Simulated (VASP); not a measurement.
Output of a VASP run:

### OSZICAR
```
       N       E                     dE             d eps       ncg     rms          rms(c)
DAV:   1     0.358864467020E+02    0.35886E+02   -0.46203E+03  2102   0.413E+02
DAV:   2    -0.122534762386E+02   -0.48140E+02   -0.44854E+02  2349   0.114E+02
DAV:   3    -0.132636390703E+02   -0.10102E+01   -0.10037E+01  2411   0.145E+01
DAV:   4    -0.132705411580E+02   -0.69021E-02   -0.69017E-02  2219   0.142E+00
DAV:   5    -0.132706451879E+02   -0.10403E-03   -0.10403E-03  2386   0.174E-01    0.891E+00
DAV:   6    -0.121361576079E+02    0.11345E+01   -0.31938E+00  2182   0.161E+01    0.405E+00
DAV:   7    -0.120576828153E+02    0.78475E-01   -0.15473E-01  2114   0.301E+00    0.190E+00
DAV:   8    -0.120307043822E+02    0.26978E-01   -0.17709E-02  2257   0.683E-01    0.403E-01
DAV:   9    -0.120299737267E+02    0.73066E-03   -0.18511E-03  2360   0.354E-01    0.171E-01
DAV:  10    -0.120301035398E+02   -0.12981E-03   -0.17520E-04  2239   0.584E-02    0.269E-02
DAV:  11    -0.120301019722E+02    0.15675E-05   -0.42331E-06  2373   0.115E-02    0.117E-02
DAV:  12    -0.120301041618E+02   -0.21896E-05   -0.39189E-06  2189   0.805E-03    0.239E-03
DAV:  13    -0.120301042084E+02   -0.46610E-07   -0.49143E-08  1377   0.134E-03
   1 F= -.12030104E+02 E0= -.12026686E+02  d E =-.683562E-02
       N       E                     dE             ncg
       N       E                     dE             ncg
```

### OUTCAR
```
------------------------ aborting loop because EDIFF is reached ----------------------------------------
  FORCE on cell =-STRESS in cart. coord.  units (eV):
  Direction    XX          YY          ZZ          XY          YZ          ZX
  --------------------------------------------------------------------------------------
  Total        0.4424994      0.4424994      0.4424994      0.0000000     -0.0000000      0.0000000
  in kB       12.9346610     12.9346610     12.9346610      0.0000000     -0.0000000      0.0000000
  external PRESSURE =      12.9346610 kB  Pullay stress =       0.0000000 kB
  volume of cell :       54.81
      direct lattice vectors                 reciprocal lattice vectors
     0.000000000  3.014945000  3.014945000    -0.165840505  0.165840505  0.165840505
     3.014945000  0.000000000  3.014945000     0.165840505 -0.165840505  0.165840505
     3.014945000  3.014945000  0.000000000     0.165840505  0.165840505 -0.165840505
 POSITION                                       TOTAL-FORCE (eV/Angst)
 -----------------------------------------------------------------------------------
      1.50747      1.50747      1.50747        -0.000000     -0.000000      0.000000
      4.52242      4.52242      4.52242         0.000000      0.000000     -0.000000
      0.00000      0.00000      0.00000        -0.000000     -0.000000     -0.000000
 -----------------------------------------------------------------------------------
    total drift:                               -0.000000      0.000000      0.000000
  FREE ENERGIE OF THE ION-ELECTRON SYSTEM (eV)
  ---------------------------------------------------
  free  energy   TOTEN  =       -12.0301042084 eV

  energy  without entropy=      -12.0232685884  energy(sigma->0) =      -12.02668640
```
(Selected blocks of OUTCAR.)

### POSCAR
```
Al2Au
1
    0.0000000000     3.0149450000     3.0149450000
    3.0149450000     0.0000000000     3.0149450000
    3.0149450000     3.0149450000     0.0000000000
Al Au
2 1
Direct
  0.2500000000   0.2500000000   0.2500000000
  0.7500000000   0.7500000000   0.7500000000
  0.0000000000   0.0000000000   0.0000000000
```

Problem. Write an INCAR and KPOINTS that could have produced this output.

Solution. One answer among several that fit: the input of the run itself, PBE GGA, plane waves, VASP's PBE PAW potentials (set 64).

File KPOINTS:
```
Automatic mesh
0
Gamma
10 10 10
0 0 0
```

**INCAR**
```
LASPH = .TRUE.   # aspherical one-centre terms
LCHARG = .FALSE.
NELM = 100
LMAXMIX = 6   # l cut-off of mixed one-centre charges
SIGMA = 0.136
SYSTEM = Al2Au
ISIF = 2
EDIFF = 1E-6   # SCF stop (eV)
ISMEAR = 0   # Gaussian
LREAL = .FALSE.
LWAVE = .FALSE.
NBANDS = 21
GGA = PE   # PBE
PREC = Accurate
ENCUT = 300
ALGO = Normal   # blocked Davidson
```

File KPOINTS_OPT:
```
k-points along high-symmetry lines
10
Line-mode
Reciprocal
  0.000000   0.000000   0.000000 ! GAMMA
  0.500000   0.000000   0.500000 ! X

  0.500000   0.000000   0.500000 ! X
  0.625000   0.250000   0.625000 ! U

  0.375000   0.375000   0.750000 ! K
  0.000000   0.000000   0.000000 ! GAMMA

  0.000000   0.000000   0.000000 ! GAMMA
  0.500000   0.500000   0.500000 ! L

  0.500000   0.500000   0.500000 ! L
  0.500000   0.250000   0.750000 ! W

  0.500000   0.250000   0.750000 ! W
  0.500000   0.000000   0.500000 ! X
```

POTCAR, in this order: Al Au (PBE.64 set). Program: vasp_std.

At this cut-off the stress carries a Pulay error, which pulls relaxed volumes low.

The structure comes from a computed database's Al2Au entry; how it stands against other phases isn't given here. The cell was not relaxed at this level. The run is one of a series of settings (NBANDS = 21 against the base run), some of them coarse on purpose. The electron count is odd and the run is not spin-polarised, which forces a metal.
